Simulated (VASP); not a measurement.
Output of a VASP run:

OSZICAR:
```
       N       E                     dE             d eps       ncg     rms          rms(c)
DAV:   1     0.153587256984E+03    0.15359E+03   -0.10670E+04  5168   0.133E+03
DAV:   2    -0.131764311891E+02   -0.16676E+03   -0.16223E+03  5210   0.298E+02
DAV:   3    -0.211989100567E+02   -0.80225E+01   -0.77622E+01  5863   0.799E+01
DAV:   4    -0.214238595364E+02   -0.22495E+00   -0.22381E+00  5801   0.129E+01
DAV:   5    -0.214310424158E+02   -0.71829E-02   -0.71808E-02  6193   0.243E+00    0.132E+01
DAV:   6    -0.239507701688E+02   -0.25197E+01   -0.34596E+01  5662   0.107E+02    0.170E+01
DAV:   7    -0.200468902219E+02    0.39039E+01   -0.12897E+01  5615   0.752E+01    0.395E+00
DAV:   8    -0.201063381049E+02   -0.59448E-01   -0.15212E+00  7151   0.111E+01    0.268E+00
DAV:   9    -0.200427119656E+02    0.63626E-01   -0.25316E-01  5825   0.895E+00    0.629E-01
DAV:  10    -0.200434351023E+02   -0.72314E-03   -0.86698E-03  5602   0.873E-01    0.472E-01
DAV:  11    -0.200430325315E+02    0.40257E-03   -0.66593E-04  6603   0.217E-01    0.134E-01
DAV:  12    -0.200428686459E+02    0.16389E-03   -0.56925E-04  7475   0.394E-01    0.314E-02
DAV:  13    -0.200428722373E+02   -0.35914E-05   -0.61591E-05  5582   0.618E-02    0.269E-02
DAV:  14    -0.200428716473E+02    0.59002E-06   -0.17448E-06  3526   0.131E-02
   1 F= -.20042872E+02 E0= -.20041407E+02  d E =-.292843E-02
```

File OUTCAR:
```
------------------------ aborting loop because EDIFF is reached ----------------------------------------
  FORCE on cell =-STRESS in cart. coord.  units (eV):
  Direction    XX          YY          ZZ          XY          YZ          ZX
  --------------------------------------------------------------------------------------
  Total        0.6570002      3.4037313      1.7541715      0.3565802      0.0000000      0.0000000
  in kB       15.3932339     79.7479640     41.0994865      8.3545204      0.0000000      0.0000000
  external PRESSURE =      45.4135614 kB  Pullay stress =       0.0000000 kB
  volume of cell :       68.38
      direct lattice vectors                 reciprocal lattice vectors
     2.009117000 -3.321648000  0.000000000     0.248865546 -0.150527690  0.000000000
     2.009117000  3.321648000  0.000000000     0.248865546  0.150527690  0.000000000
     0.000000000  0.000000000  5.123390000     0.000000000  0.000000000  0.195183267
 POSITION                                       TOTAL-FORCE (eV/Angst)
 -----------------------------------------------------------------------------------
      0.00000      0.00000      2.56169         0.156401      0.011419     -0.011661
      0.00000      0.00000      0.00000         0.156401      0.011419      0.011661
      2.00912      1.10722      1.28085         0.025112     -0.330696      0.000000
      2.06151     -1.10722      3.84254        -0.337915      0.307858      0.000000
 -----------------------------------------------------------------------------------
    total drift:                                0.000009      0.000006     -0.000000
  FREE ENERGIE OF THE ION-ELECTRON SYSTEM (eV)
  ---------------------------------------------------
  free  energy   TOTEN  =       -20.0428716473 eV

  energy  without entropy=      -20.0399432161  energy(sigma->0) =      -20.04140743
```
(Selected blocks of OUTCAR.)

### POSCAR
```
NiSb
1
    2.0091170000    -3.3216480000     0.0000000000
    2.0091170000     3.3216480000     0.0000000000
    0.0000000000     0.0000000000     5.1233900000
Ni Sb
2 2
Direct
  0.0000000000   0.0000000000   0.5000000000
  0.0000000000   0.0000000000   0.0000000000
  0.3333330000   0.6666670000   0.2500000000
  0.6797060000   0.3463720000   0.7500000000
```

Q: Reconstruct the remaining input files.

A: This is not unique; one that fits is the input of the run itself, PBE GGA, plane waves, VASP's PBE PAW potentials (set 64).

KPOINTS:
```
Automatic mesh
0
Gamma
8 8 6
0 0 0
```

**INCAR**
```
ENCUT = 400   ! plane-wave cut-off (eV)
LWAVE = F
NELECT = 30.02
PREC = Accurate
EDIFF = 1E-6
LREAL = F
ISIF = 2   ! forces and stress, cell fixed
LASPH = T
NELM = 100   ! most electronic steps
SYSTEM = NiSb
GGA = PE
ISMEAR = 0   ! Gaussian
SIGMA = 0.05
LMAXMIX = 4   ! l cut-off of mixed one-centre charges
ALGO = Normal   ! blocked Davidson
LCHARG = F
```

POTCAR, in this order: Ni Sb (PBE.64 set). Program: vasp_std.

The cell is charged, with a uniform compensating background.

The compound is NiSb in the NiAs type structure. The cell was not relaxed at this level, atoms are displaced from their ideal sites. The run is one of a series of settings (ISMEAR = 0, NELECT = 30.02, SIGMA = 0.05 against the base run), some of them coarse on purpose. The run is not spin-polarised, so no magnetic state was tried.
